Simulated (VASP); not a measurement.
Energy against volume of AuZn (CsCl type). Computed with PBEsol GGA, VASP's PBE PAW potentials (set 64) (plane waves; VASP).

| V (Å³/atom) | E (eV/atom) |
|---|---|
| 14.399 | -2.94845 |
| 14.858 | -2.97056 |
| 15.318 | -2.97764 |
| 15.777 | -2.97231 |
| 16.237 | -2.95671 |

Problem. Fit a third-order Birch-Murnaghan equation of state.

Solution. 
```yaml
volume_per_atom: 15.34 Å³/atom
bulk_modulus: 143 GPa
pressure_derivative_of_the_bulk_modulus: 5.34
lattice_constant_a: 3.130 Å
```

Measured: bulk modulus 131 GPa (computed value off by +9.2 %), as given by Niraj K. Nepal et al., Physical Review B (2020), arXiv:2007.11150. The calculation is for a static lattice, while the measured bulk modulus holds thermal and zero-point effects, which are part of the difference.

The compound is AuZn in the CsCl type structure. It was relaxed first.
